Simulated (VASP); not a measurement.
These are PBE GGA, VASP's PBE PAW potentials (set 64) (plane waves; VASP) values and carry that method's errors.

Input for VASP

INCAR:
```
! general
SYSTEM  = Ni3Al
PREC    = Accurate
ENCUT   = 480
LREAL   = .FALSE.
LASPH   = .TRUE.

! electronic loop
EDIFF   = 1E-7
NELM    = 100
ALGO    = Normal
LMAXMIX = 4

! smearing
ISMEAR  = 1
SIGMA   = 0.1

! functional
GGA     = PE

! spin
ISPIN   = 2
MAGMOM  = -0.0 0.3 0.3 0.3

! ions
ISIF    = 2

! output
LWAVE   = .FALSE.
LCHARG  = .FALSE.
LORBIT  = 10
```

### POSCAR
```
Ni3Al
1
    3.5640942688     0.0000000000    -0.0000000000
    0.0000000000     3.5640942688    -0.0000000000
   -0.0000000000     0.0000000000     3.5640942688
Al Ni
1 3
Direct
  0.0000000000   0.0000000000   0.0000000000
  0.0000000000   0.5000000000   0.5000000000
  0.5000000000   0.0000000000   0.5000000000
  0.5000000000   0.5000000000   0.0000000000
```

File KPOINTS:
```
Regular mesh
0
Gamma
8 8 8
0 0 0
```

POTCAR, in this order: Al Ni (PBE.64 set). Program: vasp_std.

**Question.** What does the run give for the energy per atom (σ→0), cell moment, band gap (on the k-mesh)?

**Answer.** 
```json
{
 "energy per atom (σ→0)": "-5.473 eV/atom",
 "cell_moment": "0.76 μB",
 "band gap (on the k-mesh)": "none (metal, semimetal or under 0.01 eV)"
}
```

OSZICAR:
```
...
DAV:  10    -0.218934129732E+02   -0.16863E-02   -0.52032E-03  3736   0.974E-01    0.239E-01
DAV:  11    -0.218933945058E+02    0.18467E-04   -0.24498E-03  3552   0.670E-01    0.137E-01
DAV:  12    -0.218935590975E+02   -0.16459E-03   -0.45615E-04  3224   0.369E-01    0.521E-02
DAV:  13    -0.218935579508E+02    0.11467E-05   -0.59738E-05  3592   0.898E-02    0.245E-02
DAV:  14    -0.218935599686E+02   -0.20179E-05   -0.42716E-06  3044   0.282E-02    0.931E-03
DAV:  15    -0.218935601601E+02   -0.19149E-06   -0.20049E-06  3320   0.175E-02    0.464E-03
DAV:  16    -0.218935600661E+02    0.94059E-07   -0.26129E-07  2420   0.560E-03
   1 F= -.21893560E+02 E0= -.21893107E+02  d E =-.136043E-02  mag=     0.7557
```

The compound is Ni3Al in the L1_2 structure. It was relaxed first.
